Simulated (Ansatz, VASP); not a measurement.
**Cross-check of K3YF6 (K3YF6 (P2_1/c)) between VASP and Ansatz**

Wanted: the spread between two codes on one cell, functional and k mesh. The structure shown is the end of the Ansatz relaxation below.

Method: plane waves, with VASP 6.6.1 beside it; single point at PBEsol, in Ansatz 0.2.0.

### 1. Set-up

The structure is monoclinic, space group P2_1/c (No. 14). The conventional cell has a = 6.282 Å, b = 6.543 Å, c = 10.839 Å, α = 90.00°, β = 124.26°, γ = 90.00°. Nearest to K lie 7 F at 2.62 to 3.11 Å. K has 6 F at 2.55 to 2.65 Å nearest. Nearest to Y lie 6 F at 2.16 to 2.17 Å. F has 1 Y at 2.17 Å and 3 K at 2.62 to 2.67 Å nearest. F has 1 Y at 2.17 Å and 3 K at 2.64 to 2.83 Å nearest. Nearest to F lie 1 Y at 2.16 Å and 4 K at 2.55 to 3.11 Å. Farther neighbours and most contacts between anions are not listed.

### 2. Ansatz: relaxation, PBEsol

Ansatz runs on its default PAW (the set named soft_2) files.

This run makes the geometry at which the two programs are then compared.

input.yaml

```yaml
crystal:
  lattice:
    - [6.2823363, 0.0, 0.0]
    - [0.0, 6.5670509, 0.0]
    - [-6.0544918, 0.0, 8.9185206]
  atoms:
    - { symbol: K, position: [0.27629635, 0.05631752, 0.75685009] }
    - { symbol: K, position: [0.72370365, 0.55631752, 0.74314991] }
    - { symbol: K, position: [0.72370365, 0.94368248, 0.24314991] }
    - { symbol: K, position: [0.27629635, 0.44368248, 0.25685009] }
    - { symbol: K, position: [0.5, 0.0, 0.5] }
    - { symbol: K, position: [0.5, 0.5, 0.0] }
    - { symbol: "Y", position: [0.0, 0.5, 0.5] }
    - { symbol: "Y", position: [0.0, 0.0, 0.0] }
    - { symbol: F, position: [0.10556669, 0.06336328, 0.22587554] }
    - { symbol: F, position: [0.89443331, 0.56336328, 0.27412446] }
    - { symbol: F, position: [0.89443331, 0.93663672, 0.77412446] }
    - { symbol: F, position: [0.10556669, 0.43663672, 0.72587554] }
    - { symbol: F, position: [0.75202756, 0.26818671, 0.92350028] }
    - { symbol: F, position: [0.24797244, 0.76818671, 0.57649972] }
    - { symbol: F, position: [0.24797244, 0.73181329, 0.07649972] }
    - { symbol: F, position: [0.75202756, 0.23181329, 0.42350028] }
    - { symbol: F, position: [0.66954886, 0.67755286, 0.45011677] }
    - { symbol: F, position: [0.33045114, 0.17755286, 0.04988323] }
    - { symbol: F, position: [0.33045114, 0.32244714, 0.54988323] }
    - { symbol: F, position: [0.66954886, 0.82244714, 0.95011677] }
basis:
  ecutwfc: 420
  xc_grid: 2
hamiltonian:
  xc: pbesol
kpoints:
  mp_grid: { grid: [6, 4, 3] }
scf:
  occupations: { method: fixed }
  max_iter: 100
relax:
  f_tol: 0.005
  max_steps: 60
  cell: {}
output:
  forces: true
  stress: true
checkpoint:
  write: "../cell.run"
  compress: false
  write_wavefunctions: false
  write_every: 100000
```

The run is started by

```sh
ansatz run input.yaml --threads 4 --pin off --max-ram 7536MiB --backend cpu --events-out ev --progress --plain --runs-dir out
```

Numbers of over 12 decimals in the logs are rounded to 6 here.

Log:

```text
Engine: ansatz 0.2.0, aarch64-unknown-linux-gnu
Pseudopotentials: kind: paw
Pseudopotential: K, paw, valence charge 9, recommended cutoff 420 eV (normal), K.paw.azcp
Pseudopotential: Y, paw, valence charge 11, recommended cutoff 420 eV (normal), Y.paw.azcp
Pseudopotential: F, paw, valence charge 7, recommended cutoff 420 eV (normal), F.paw.azcp
Functional definition: PBEsol
  exchange = pbesol_x
  correlation = pbesol_c
Crystal: 20 atoms, lattice volume = 367.946 Å³
Basis set: ecut = 420 eV, 7197 PW (Γ), exchange–correlation on 90×90×150 points (8 copies of the dense FFT grid, shifted against one another)
Bands: 100, of which v1, the nominal top of the filled ones, is band 80 counted from 1 (79 counted from 0)
Symmetry: 4 space group operations
Space group: P21/c (ITA 14), of the structure as read, at distance tolerance 7.2e-5 Å
k-points: 30 of 72
Non-local potential: K, projectors of the file, l = 0: 3, l = 1: 2, l = 2: 2
Non-local potential: Y, projectors of the file, l = 0: 3, l = 1: 2, l = 2: 2, l = 3: 1
Non-local potential: F, projectors of the file, l = 0: 2, l = 1: 2, l = 2: 1
PAW form: soft (Blöchl's): semilocal exchange-correlation on the pseudo side does not see the compensation charge
PAW frozen core: K, regenerated for the run's functional, and the local potential with it (the file was generated under x = pbe(κ = 0.804, μ = 0.219515), c = pbe(β = 0.066725))
PAW frozen core: Y, regenerated for the run's functional, and the local potential with it (the file was generated under x = pbe(κ = 0.804, μ = 0.219515), c = pbe(β = 0.066725))
PAW frozen core: F, regenerated for the run's functional, and the local potential with it (the file was generated under x = pbe(κ = 0.804, μ = 0.219515), c = pbe(β = 0.066725))
PAW one-centre angular grid: K, 110 points (default); XC on 64 Gauss nodes
PAW one-centre angular grid: Y, 590 points (default); XC on 64 Gauss nodes
PAW one-centre angular grid: F, 110 points (default); XC on 64 Gauss nodes
Initial density: superposition of atomic densities (neutral atoms: chi_scale 0, normalization atom), corrected by the library's trained network
Initial wavefunctions: pseudopotential atomic-orbital guess
Functional: x = pbesol(κ = 0.804, μ = 0.123457), c = pbesol(β = 0.046)
SCF iter   1: F=—  HF=-26324.805844 eV  |F-HF|=—  |Δ(HF+E_count)|=         —  Δρ=1.09e-2  dr2=2.73e-1  ethr=1.77e-3  ⟨swp⟩=5.0  Hψ=8900  notcnv=0  defer=418
preconditioner: auto → Resta (q_TF=auto, 2.375 Å⁻¹)  ε∞=2.8  [insulator: Δε(μ)=6.473 eV  Ē_g=18.072 eV  n_scr=90 (ndim 8)  ℏωp=24.2 eV  f_vac=0.169  ε∞_Penn≈2.8]
SCF iter   2: F=—  HF=-26324.737744 eV  |F-HF|=—  |Δ(HF+E_count)|=   6.81e-2  Δρ=2.83e-3  dr2=1.42e-2  ethr=1.71e-4  ⟨swp⟩=2.1  Hψ=5312  notcnv=0  defer=520
SCF iter   3: F=—  HF=-26324.734406 eV  |F-HF|=—  |Δ(HF+E_count)|=   3.34e-3  Δρ=7.13e-4  dr2=1.19e-3  ethr=8.88e-6  ⟨swp⟩=2.0  Hψ=4693  notcnv=0  defer=508
automatic band count: iteration 3 solves 99 bands in place of 100: the levels show a gap, and the empty bands left out lie too high to hold charge; the band table lists the bands solved (type scf.n_extra_bands for more)
SCF iter   4: F=—  HF=-26324.734664 eV  |F-HF|=—  |Δ(HF+E_count)|=   2.58e-4  Δρ=1.14e-4  dr2=3.17e-5  ethr=7.41e-7  ⟨swp⟩=2.0  Hψ=4991  notcnv=0  defer=510
SCF iter   5: F=—  HF=-26324.734469 eV  |F-HF|=—  |Δ(HF+E_count)|=   1.96e-4  Δρ=6.35e-5  dr2=9.03e-6  ethr=1.98e-8  ⟨swp⟩=2.0  Hψ=4575  notcnv=0  defer=345
SCF iter   6: F=—  HF=-26324.734468 eV  |F-HF|=—  |Δ(HF+E_count)|=   9.96e-7  Δρ=1.70e-5  dr2=6.93e-7  ethr=5.65e-9  ⟨swp⟩=2.3  Hψ=4742  notcnv=0  defer=347
SCF iter   7: F=-26324.734468 eV  HF=-26324.734468 eV  |F-HF|=9.90e-8  |Δ(HF+E_count)|=   5.60e-7  Δρ=3.54e-6  dr2=5.13e-8  ethr=6.25e-11  ⟨swp⟩=4.0  Hψ=8967  notcnv=0
SCF 1 converged in 7 iterations: F = -26324.734468 eV  dr2 = 5.13e-8
  greatest PAW one-centre occupation: 0.993 electrons in one spin orbital (limit 2), on the Y atom at site 7 (counted from 0), in its partial waves of l = 0
relax step   1: F+E_penalty+E_count = -26324.73446842 eV  Δ(F+E_penalty+E_count) = +0.000e0 eV  max|allowed force component| = 1.109e-1 eV/Å  Δτ_max = 0.0000 Å  P = -0.318 GPa  Ω = 367.946 Å³  (7 SCF iters, dr2 threshold 1.00e-7 eV, accepted)
[...]
relax step   3: F+E_penalty+E_count = -26324.74267271 eV  Δ(F+E_penalty+E_count) = -2.257e-3 eV  max|allowed force component| = 1.031e-2 eV/Å  Δτ_max = 0.0118 Å  P = +0.021 GPa  Ω = 368.174 Å³  energy of the carried Pulay correction = -5.902e-4 eV  (6 SCF iters, dr2 threshold 1.06e-7 eV, accepted)
[...]
relax step   4: F+E_penalty+E_count = -26324.74277130 eV  Δ(F+E_penalty+E_count) = -9.859e-5 eV  max|allowed force component| = 1.602e-3 eV/Å  Δτ_max = 0.0089 Å  P = -0.000 GPa  Ω = 368.236 Å³  energy of the carried Pulay correction = -7.510e-4 eV  (7 SCF iters, dr2 threshold 6.64e-9 eV, accepted)
[...]
relax step   5: F+E_penalty+E_count = -26324.74409931 eV  Δ(F+E_penalty+E_count) = -1.328e-3 eV  max|allowed force component| = 1.641e-3 eV/Å  Δτ_max = 0.0000 Å  P = +0.005 GPa  Ω = 368.236 Å³  stress off target by 4.22e-2 GPa  SCF on the basis re-selected at this cell (its energy is not comparable with the rows above)  (5 SCF iters)
basis re-selected at this cell: Δ(F+E_penalty+E_count) = -1.328e-3 eV, ΔP = +0.005 GPa vs the last step (what re-selecting the basis moved, of the pressure what is left beyond the Pulay correction that the steps carried, after the strain that the cell walked since its last selection, with what the two solves' SCF thresholds leave and, on support functions, any second-order correction that the steps lacked; it is no m [...]
SCF converged after 5 iterations
Free energy (F): -26324.744099 eV
Harris-Foulkes:  -26324.744099 eV  (|F-HF|=1.46e-11)
Internal energy: -26324.744099 eV  (E = F + TS)
E sigma→0 (E₀):  -26324.744099 eV
Fermi energy:    0.934395 eV
--- Per-component energies (eV) ---
  E_band       = -1344.576149
  E_kinetic    = 4616.893038
  E_local      = -12470.981785  (includes V_loc(G=0)·N_el)
  E_nonlocal   = 1067.841727
  E_hartree    = 4561.278846
  E_xc         = -2097.012307
  E_vxc        = -2606.850246  (∫ρ·V_xc dr)
  E_paw        = -12440.589147  (= ΣΔE_a)
  E_vpaw       = -1074.061049  (= ΣTr[D̂ρ^β])
  E_aug_tail   = 0.024306  (compensation charges beyond the density's cutoff)
  E_ewald      = -9563.652945
  E_core_change = 1.454168  (= ΣΔE_core)
  E_smearing   = -0.000000  (= −TS)
  E_closure    = -0.000000  (closes the sum)
  Σ components = -26324.744099   (vs F -26324.744099, Δ=0.00e0)
--- Forces (eV/Å), atoms counted from 1 ---
  atom   1  K      0.00022703    -0.00101074    -0.00029923
  atom   2  K     -0.00022703    -0.00101074     0.00029923
  atom   3  K     -0.00022703     0.00101074     0.00029923
  atom   4  K      0.00022703     0.00101074    -0.00029923
  atom   5  K      0.00000000     0.00000000     0.00000000
  atom   6  K      0.00000000     0.00000000     0.00000000
  atom   7  Y      0.00000000    -0.00000000     0.00000000
  atom   8  Y     -0.00000000    -0.00000000     0.00000000
  atom   9  F      0.00085600     0.00050327     0.00118550
  atom  10  F     -0.00085600     0.00050327    -0.00118550
  atom  11  F     -0.00085600    -0.00050327    -0.00118550
  atom  12  F      0.00085600    -0.00050327     0.00118550
  atom  13  F     -0.00013259     0.00103141    -0.00164055
  atom  14  F      0.00013259     0.00103141     0.00164055
  atom  15  F      0.00013259    -0.00103141     0.00164055
  atom  16  F     -0.00013259    -0.00103141    -0.00164055
  atom  17  F     -0.00026900     0.00099856    -0.00030279
  atom  18  F      0.00026900     0.00099856     0.00030279
  atom  19  F      0.00026900    -0.00099856     0.00030279
  atom  20  F     -0.00026900    -0.00099856    -0.00030279
  max |Σ_I F_I| component: 2.17e-19 eV/Å
--- Stress (GPa, compression-positive) ---
        0.001515       0.000000      -0.017732
        0.000000      -0.020461      -0.000000
       -0.017732      -0.000000       0.034474
  P = ⅓ Tr σ = 0.0052 GPa (0.052 kbar)
--- Relaxed structure (4 steps of the walk, 4 accepted, 1 SCFs on fresh bases) ---
  F+E_penalty+E_count = -26324.74409931 eV   max|allowed force component| = 1.641e-3 eV/Å   (the final SCF, on the basis selected at the relaxed cell)
  cell:  # Å, volume = 368.2363 Å³
    - [6.282058, 2.527928493834506e-18, -0.016790]
    - [2.642493858625738e-18, 6.543249, 5.284987717251464e-18]
    - [-6.078059, 4.741141023964693e-18, 8.974659]
  atoms:
    - { symbol: K, position: [0.276961, 0.053086, 0.757894] }
    - { symbol: K, position: [0.723039, 0.553086, 0.742106] }
    - { symbol: K, position: [0.723039, 0.946914, 0.242106] }
    - { symbol: K, position: [0.276961, 0.446914, 0.257894] }
    - { symbol: K, position: [0.5, 0, 0.5] }
    - { symbol: K, position: [0.5, 0.500000, 0.0] }
    - { symbol: Y, position: [-1.1102230246251565e-16, 0.500000, 0.5] }
    - { symbol: Y, position: [0, 0, 0] }
    - { symbol: F, position: [0.103420, 0.064562, 0.223576] }
    - { symbol: F, position: [0.896580, 0.564562, 0.276424] }
    - { symbol: F, position: [0.896580, 0.935438, 0.776424] }
    - { symbol: F, position: [0.103420, 0.435438, 0.723576] }
    - { symbol: F, position: [0.750322, 0.266755, 0.922262] }
    - { symbol: F, position: [0.249678, 0.766755, 0.577738] }
    - { symbol: F, position: [0.249678, 0.733245, 0.077738] }
    - { symbol: F, position: [0.750322, 0.233245, 0.422262] }
    - { symbol: F, position: [0.671433, 0.678976, 0.449877] }
    - { symbol: F, position: [0.328567, 0.178976, 0.050123] }
    - { symbol: F, position: [0.328567, 0.321024, 0.550123] }
    - { symbol: F, position: [0.671433, 0.821024, 0.949877] }
```

Reading the cycles: dr2 is the Hartree energy of the density residual (eV), the measure of convergence; HF is the Harris–Foulkes estimate of the energy, which meets the free energy F at convergence.

[end of part 1 of 2]

[Lines on the potential files, build, host, timing and source positions are cut from VASP's logs without a mark.]

[Logs are printed without paths, hosts, clocks, repeated set-up lines and the standing remarks that a program may print on its own settings, such as how far it seeks lower states.]

[Hosts, paths, dates, database ids (printed as entryN), source tags and the programs' standing remarks are cut or masked in the printed files.]
